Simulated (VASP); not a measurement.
VASP input:

### KPOINTS
```
Automatic
0
gamma
 9 9 5
```

**POSCAR**
```
TiS2
1
    1.7391000000    -3.0122100000     0.0000000000
    1.7391000000     3.0122100000     0.0000000000
    0.0000000000     0.0000000000     5.8140000000
Ti S
1 2
Direct
  0.0000000000   0.0000000000   0.0000000000
  0.3333330000   0.6666670000   0.2500000000
  0.6666670000   0.3333330000   0.7500000000
```

**INCAR**
```
# general
SYSTEM     =  TiS2
PREC       =  Accurate
ENCUT      =  400
LREAL      =  .FALSE.
LASPH      =  .TRUE.

# electronic loop
EDIFF      =  1E-6
NELM       =  100
ALGO       =  Normal
LMAXMIX    =  4

# smearing
ISMEAR     =  1
SIGMA      =  0.1

# functional
GGA        =  PE

# DFT+U
LDAU       =  .TRUE.
LDAUTYPE   =  2
LDAUL      =  2 -1
LDAUU      =  1.0 0
LDAUJ      =  0 0
LDAUPRINT  =  1

# ions
ISIF       =  2

# output
LWAVE      =  .FALSE.
LCHARG     =  .FALSE.
LORBIT     =  10
```

POTCAR, in this order: Ti_sv S (PBE.64 set). Program: vasp_std.

Task: Write an equivalent input for Ansatz.

Result: One equivalent input (not run):
Ansatz 0.2 input:
```yaml
crystal:
  lattice:
    - [1.7391000, -3.0122100, 0.0000000]
    - [1.7391000, 3.0122100, 0.0000000]
    - [0.0000000, 0.0000000, 5.8140000]
  atoms:
    - { symbol: Ti, position: [0.0000000, 0.0000000, 0.0000000] }
    - { symbol: S, position: [0.3333330, 0.6666670, 0.2500000] }
    - { symbol: S, position: [0.6666670, 0.3333330, 0.7500000] }
kpoints:
  mp_grid: { grid: [9, 9, 5] }
hamiltonian:
  xc: pbe
  pseudopotentials: { kind: paw }
  hubbard:
    sites:
      - { species: Ti, l: d, u_eff: 1 }
scf:
  occupations: { method: methfessel_paxton, width: 0.1 }
  max_iter: 100
output: { forces: true, stress: true, eigenvalues: true }
```
Limits of the translation: each code has its own PAW files, so the cut-off isn't converted (ENCUT is set for VASP's; basis.ecutwfc is left out, and Ansatz then takes the one that its files recommend); Ansatz stops its SCF on the density residual and VASP on the energy change (EDIFF); the +U projectors differ, so the same U acts differently.

The compound is TiS2 in the 1T layered structure. The cell was not relaxed at this level. The run is one of a series of settings (LDAU = .TRUE., LDAUJ = 0 0, LDAUL = 2 -1, LDAUTYPE = 2, LDAUU = 1.0 0 against the base run), some of them coarse on purpose.
